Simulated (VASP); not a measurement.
Input of a VASP 6.6.1 run:

The input INCAR:

```
PREC = Accurate
ENCUT = 520
EDIFF = 1E-7
ISMEAR = 0
SIGMA = 1.0
LREAL = False
LASPH = True
NELM = 60
ALGO = Fast
ISIF = 3
LWAVE = False
LCHARG = False
GGA = PS
IBRION = 2
NSW = 80
EDIFFG = -0.002
PSTRESS = 680.0
KPAR = 8
```

File KPOINTS:

```
regular mesh
0
Gamma
  9 9 9
```

POSCAR

```
B13C2                                   
1.0
    2.6446635214      1.5268971969      3.7076084370
   -2.6446635214      1.5268971969      3.7076084370
    0.0000000000     -3.0537944107      3.7076084401
  B               C             
    13     2
Direct
     0.5000000000000000    0.5000000000000000    0.5000000000000000
     0.8031167826983101    0.3163282340670674    0.8031167826974753
     0.8031167826977090    0.8031167826977090    0.3163282340678739
     0.3163282340670674    0.8031167826983101    0.8031167826974753
     0.6836717659329328    0.1968832173016899    0.1968832173025248
     0.1968832173016899    0.6836717659329328    0.1968832173025248
     0.1968832173022910    0.1968832173022910    0.6836717659321260
     0.0104330287369682    0.3274336965264744    0.0104330287364301
     0.0104330287359658    0.0104330287359658    0.3274336965287969
     0.3274336965264744    0.0104330287369682    0.0104330287364301
     0.6725663034735260    0.9895669712630317    0.9895669712635700
     0.9895669712630317    0.6725663034735260    0.9895669712635700
     0.9895669712640343    0.9895669712640343    0.6725663034712029
     0.6256855978655266    0.6256855978655266    0.6256855978672246
     0.3743144021344734    0.3743144021344734    0.3743144021327756
```

Potentials or basis: VASP PAW PBE potentials, release 64 (B, C).

Run with:

```sh
$ cat potpaw_PBE.64/B/POTCAR potpaw_PBE.64/C/POTCAR > POTCAR
$ mpirun -np 8 vasp_std > vasp.out
```

**Question.** Estimate the relaxed cell.

**Answer.** a = 4.804 Å, b = 4.804 Å, c = 4.804 Å, α = 66.82°, β = 66.82°, γ = 66.82°.

**Question.** Estimate the relaxed volume.

**Answer.** 5.99 Å³/atom.

Step by step:
| step | energy change (eV) | largest force (eV/Å) | pressure (GPa) | volume (Å³) |
| --- | --- | --- | --- | --- |
| 1 | 0.0000 | 0.0032 | 68.13 | 89.83 |
| 2 | -0.0264 | 0.0118 | 67.80 | 89.89 |
| 3 | -0.0094 | 0.0020 | 68.01 | 89.85 |
| 4 | -0.0099 | 0.0024 | 68.01 | 89.85 |
| 5 | -0.0101 | 0.0025 | 68.00 | 89.85 |
| 6 | -0.0116 | 0.0037 | 67.99 | 89.86 |
| 7 | -0.0107 | 0.0005 | 68.00 | 89.86 |

Caveat: the cell is relaxed towards a set pressure, so the enthalpy falls and the energy may rise; the PAW data sets were made with another functional, which shifts forces and pressure a little.
